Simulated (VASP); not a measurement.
A convergence study with VASP on Pt (fcc): one setting is varied, all else stays as given below, so the limit is that of these other settings.

```
CELL_PARAMETERS angstrom
      0.00000     1.96000     1.96000
      1.96000     0.00000     1.96000
      1.96000     1.96000     0.00000
ATOMIC_POSITIONS crystal
  Pt 0.00000 0.00000 0.00000
```

Computed with LDA (Ceperley-Alder, Perdew-Zunger), VASP's LDA PAW potentials (set 64) (plane waves; VASP). The tightest run used: 550 eV cut-off, 26×26×26 Γ-centred mesh, tetrahedra with Blöchl corrections, potentials Pt.

```tsv
setting	E (eV/atom)	pressure (GPa)	irreducible k-points
3×3×3 mesh	-7.0746	2.31	4
4×4×4 mesh	-7.7874	-9.52	8
5×5×5 mesh	-7.2593	-1.71	10
6×6×6 mesh	-7.6348	-7.63	16
7×7×7 mesh	-7.4724	-3.94	20
8×8×8 mesh	-7.5172	-6.02	29
```

### Question
These are the cheaper rows. Estimate the results at 26×26×26 mesh, and how far the last row shown lies from them.

### Answer

```json
[
 {"quantity": "E (eV/atom)", "tightest run": "-7.5009", "last row shown is off by": "-0.0163"},
 {"quantity": "pressure (GPa)", "tightest run": "-5.25", "last row shown is off by": "-0.77"}
]
```

Left out are rungs that failed or repeat a setting and relaxations that didn't move; long series are thinned to 24 rows.

The compound is Pt in the fcc structure. The cell was not relaxed at this level.
